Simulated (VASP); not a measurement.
## Si2WC3: relaxation of cell and atoms with PBE

Crystal: Si2WC3.

```
CELL_PARAMETERS angstrom
3.26293 0.00000 0.00000
-1.63146 2.82578 0.00000
0.00000 0.00000 8.02359
ATOMIC_POSITIONS crystal
Si 0.33333 0.66667 0.33330
Si 0.66667 0.33333 0.66670
W 0.00000 0.00000 0.00000
C 0.66667 0.33333 0.16670
C 0.33333 0.66667 0.83330
C 0.00000 0.00000 0.50000
```

The cell was built by a generator and needn't be a form met in nature.

```yaml
Program: VASP 6.6.1
Task: relaxation of cell and atoms
Functional: PBE
Potentials_or_basis: VASP PAW PBE potentials, release 64 (Si, W_sv, C)
Cutoff: 520 eV
k_mesh: 6 × 6 × 2
Occupations: gaussian, width 0.15 eV
Spin: no spin polarisation
Further_INCAR_settings: PREC = Normal; ALGO = Fast; EDIFF = 0.0001; IBRION = 2; EDIFFG = -0.08; NSW = 24; ISIF = 3
```

```yaml
Relaxed_volume: 9.07 Å³/atom
Relaxed_cell: a = 2.876 Å, b = 2.876 Å, c = 7.593 Å, α = 90.00°, β = 90.00°, γ = 120.00°
Space_group_after_relaxing_to_0.05_Å: P-3m1 (No. 164)
Energy_gained_by_relaxing: 624.1 meV/atom
Ionic_steps: 10
Pressure_after_relaxing: 0.2 GPa
Largest_force_after_relaxing: 0.055 eV/Å
Band_gap_on_the_k_mesh: none (metal or under the smearing width)
```

Forces on the atoms (eV/Å):
```
Si   0.000  0.000 -0.024
Si   0.000  0.000  0.024
W    0.000  0.000  0.000
C    0.000  0.000  0.055
C    0.000  0.000 -0.055
C    0.000  0.000  0.000
```

Stress tensor (GPa, compression positive):
```
 0.29  0.00  0.00
 0.00  0.29  0.00
 0.00  0.00 -0.08
```

The path:
```csv
step,energy change (eV),largest force (eV/Å),pressure (GPa),volume (Å³)
1,0.0000,0.7742,-39.64,73.98
2,-0.6053,7.1187,89.74,45.85
3,-2.9366,3.4095,-0.61,56.63
4,-2.9401,3.5034,0.80,56.27
5,-3.6709,0.7924,6.04,53.60
6,-3.6909,0.5305,7.98,53.11
7,-3.6886,0.2637,-9.18,56.22
8,-3.7410,0.2196,-1.10,54.61
9,-3.7410,0.2337,-0.81,54.58
10,-3.7448,0.0555,0.17,54.39
```

Final structure:
```yaml
crystal:
  lattice:
    - [2.87602, 0.00000, 0.00000]
    - [-1.43801, 2.49071, 0.00000]
    - [0.00000, 0.00000, 7.59316]
  atoms:
    - { symbol: Si, position: [0.33333, 0.66667, 0.34373] }
    - { symbol: Si, position: [0.66667, 0.33333, 0.65627] }
    - { symbol: W, position: [0.00000, 0.00000, 0.00000] }
    - { symbol: C, position: [0.66667, 0.33333, 0.19433] }
    - { symbol: C, position: [0.33333, 0.66667, 0.80567] }
    - { symbol: C, position: [0.00000, 0.00000, 0.50000] }
```

Levels at points of the mesh, in eV from the Fermi level:
```csv
k point,band 14,band 15,band 16,band 17,band 18,band 19,band 20,band 21
"(0.00, 0.00, 0.00)",-0.68,-0.44,0.13,0.13,0.29,0.29,3.18,3.18
"(0.50, 0.00, 0.00)",-3.62,-3.53,-2.04,-0.88,0.36,3.17,3.48,3.83
"(0.00, 0.00, 0.50)",-0.57,-0.16,-0.16,0.44,0.44,0.52,3.42,3.42
"(0.50, 0.00, 0.50)",-3.02,-2.37,-2.34,-2.16,1.30,2.18,3.75,4.35
```

Run time: 55 s on 1 thread of Intel(R) Xeon(R) Platinum 8488C (Sapphire Rapids) (shared host), peak memory 0.16 GiB.

Caveat: the k mesh is coarse (spacing up to 0.39 Å⁻¹), so the values aren't converged; the volume moved by over 15 % at a fixed basis, so the end points are rough; the relaxation stopped at a loose force limit of 0.08 eV/Å, so its end isn't a converged minimum. The run has no spin-orbit coupling, so splittings on W are missing.
